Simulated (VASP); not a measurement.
# LiBe12: single point with r2SCAN

LiBe12, a slab with vacuum:

```xyz
13
Lattice="4.5800 0.0000 0.0000 2.2900 3.9664 0.0000 0.0000 0.0000 16.5884" Properties=species:S:1:pos:R:3 pbc="T T T"
Be    0.0000    0.0000    1.0000
Be    2.2900    0.0000    1.0000
Be    1.1450    1.9832    1.0000
Be    3.4350    1.9832    1.0000
Be   -0.0231    1.4359    2.6519
Be    2.2335    1.5205    2.5777
Be    1.1438    3.1544    2.6184
Be    3.3637    3.3416    2.9041
Be   -0.1388    0.1667    4.5187
Be    2.4491    0.0403    4.6238
Be    1.3034    2.0006    4.6188
Be    3.5261    2.0602    4.6735
Li    2.0970    2.8675    6.5335
```

The cell was built by a generator and needn't be a form met in nature.

| Item | Value |
| --- | --- |
| Program | VASP 6.6.1 |
| Task | single point |
| Functional | r2SCAN |
| Potentials or basis | VASP PAW PBE potentials, release 64 (Be, Li_sv) |
| Cutoff | 520 eV |
| k mesh | 4 × 4 × 1 |
| Occupations | fermi-dirac, width 0.05 eV |
| Spin | no spin polarisation |
| Dipole correction | no |
| Further INCAR settings | ALGO = Normal; EDIFF = 1e-06; NBANDS = 26 |

| Quantity | Value |
| --- | --- |
| Largest force | 2.827 eV/Å |
| Band gap on the k mesh | none (metal or under the smearing width) |

Forces in eV/Å, atoms in the order of the input:
```
Be   0.164  0.022 -0.158
Be  -0.252 -0.014 -0.083
Be  -0.521 -0.091 -1.487
Be   0.166  0.513 -0.646
Be  -0.114 -0.814  1.319
Be   0.921 -1.984  1.790
Be  -0.422  2.310  1.396
Be   0.595  0.301 -0.794
Be   1.732 -0.671 -0.301
Be  -1.235  0.087 -0.024
Be  -0.901  0.122 -1.079
Be  -0.153 -0.003 -0.414
Li   0.018  0.222  0.480
```

Levels at points of the mesh, in eV from the Fermi level:
```
           k point  band 12  band 13  band 14  band 15  band 16  band 17
(0.00, 0.00, 0.00)    -1.83    -1.70    -1.41     0.75     2.42     2.86
(0.50, 0.00, 0.00)    -0.03     0.08     0.49     0.88     2.87     3.16
(0.50, 0.50, 0.00)    -0.02     0.11     0.42     0.69     2.84     3.20
(0.00, 0.50, 0.00)    -0.10     0.13     0.51     0.72     2.78     3.07
```

Run time: 4.3 min on 1 thread of Intel(R) Xeon(R) 6975P-C (Granite Rapids), on a shared host, peak memory 0.44 GiB.

Caveat: the k mesh is coarse (spacing up to 0.40 Å⁻¹), so the values aren't converged; the PAW data sets were made with another functional, which shifts forces and pressure a little.
